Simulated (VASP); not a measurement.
HfSb2Au3: relaxation of cell and atoms with PBE

HfSb2Au3:

```
CELL_PARAMETERS angstrom
6.58035 0.00000 0.00000
-3.29017 5.69875 0.00000
0.00000 0.00000 3.60452
ATOMIC_POSITIONS crystal
Hf 0.00000 0.00000 0.00000
Sb 0.33333 0.66667 0.00000
Sb 0.66667 0.33333 0.00000
Au 0.50000 0.00000 0.50000
Au 0.50000 0.50000 0.50000
Au 0.00000 0.50000 0.50000
```

The cell was built by a generator and needn't be a form met in nature.

The cell isn't the ideal one: species swapped into the TbB2Ru3 type (P6/mmm, No. 191).

```
Program                : VASP 6.6.1
Task                   : relaxation of cell and atoms
Functional             : PBE
Potentials or basis    : VASP PAW PBE potentials, release 64 (Hf_pv, Sb, Au)
Cutoff                 : 600 eV
k mesh                 : 3 × 3 × 6
Occupations            : gaussian, width 0.1 eV
Spin                   : no spin polarisation
Dipole correction      : no
Further INCAR settings : ALGO = Fast; EDIFF = 1e-06; IBRION = 2; EDIFFG = -0.04; NSW = 90; ISIF = 3
```

```
Relaxed volume                         : 22.69 Å³/atom
Relaxed cell                           : a = 5.526 Å, b = 5.526 Å, c = 5.149 Å, α = 90.00°, β = 90.00°, γ = 120.00°
Space group after relaxing (to 0.05 Å) : P6/mmm (No. 191)
Energy gained by relaxing              : 552.8 meV/atom
Ionic steps                            : 16
Pressure after relaxing                : 0.1 GPa
Band gap on the k mesh                 : none (metal or under the smearing width)
```

Stress tensor (GPa, compression positive):
```
-0.02  0.00  0.00
 0.00 -0.02  0.00
 0.00  0.00  0.27
```

Step by step:
| step | energy change (eV) | largest force (eV/Å) | pressure (GPa) | volume (Å³) |
| --- | --- | --- | --- | --- |
| 1 | 0.0000 | 0.0000 | 15.23 | 135.17 |
| 2 | -0.2147 | 0.0000 | -8.86 | 181.09 |
| 3 | -0.9928 | 0.0000 | -1.42 | 156.49 |
| 4 | -0.9933 | 0.0000 | -1.21 | 156.04 |
| 5 | -1.1983 | 0.0000 | -1.49 | 153.87 |
| 6 | -1.9196 | 0.0000 | -2.26 | 146.32 |
| 7 | -3.0896 | 0.0000 | 7.11 | 127.36 |
| 8 | -3.1594 | 0.0000 | 6.40 | 128.34 |
| 9 | -3.1923 | 0.0000 | 5.72 | 129.91 |
| 10 | -3.1958 | 0.0000 | 5.80 | 129.61 |
| 11 | -3.2606 | 0.0000 | 3.86 | 131.60 |
| 12 | -3.3085 | 0.0000 | -1.10 | 137.67 |
| 13 | -3.3156 | 0.0000 | 0.04 | 136.12 |
| 14 | -3.3156 | 0.0000 | 0.14 | 135.99 |
| 15 | -3.3159 | 0.0000 | 0.13 | 136.03 |
| 16 | -3.3166 | 0.0000 | 0.07 | 136.17 |

Final structure:
```
Hf Sb Au
1.0
     5.52571    0.00000    0.00000
    -2.76286    4.78541    0.00000
     0.00000    0.00000    5.14948
Hf Sb Au
1 2 3
Cartesian
  0.0000 0.0000 0.0000
  0.0000 3.1903 0.0000
  2.7629 1.5951 0.0000
  2.7629 0.0000 2.5747
  1.3814 2.3927 2.5747
  -1.3814 2.3927 2.5747
```

Levels at points of the mesh, in eV from the Fermi level:
```tsv
k point	band 24	band 25	band 26	band 27	band 28	band 29
(0.00, 0.00, 0.00)	-1.47	-1.14	-1.14	1.21	1.30	1.30
(0.00, 0.00, 0.50)	-1.47	-0.37	-0.37	0.45	0.63	0.63
```

Run time: 8 min on 1 thread of Intel(R) Xeon(R) 6975P-C (Granite Rapids) (shared host), peak memory 0.34 GiB.

Caveat: the k mesh is coarse (spacing up to 0.37 Å⁻¹), so the values aren't converged. The run has no spin-orbit coupling, so splittings on Au, Hf, Sb are missing.
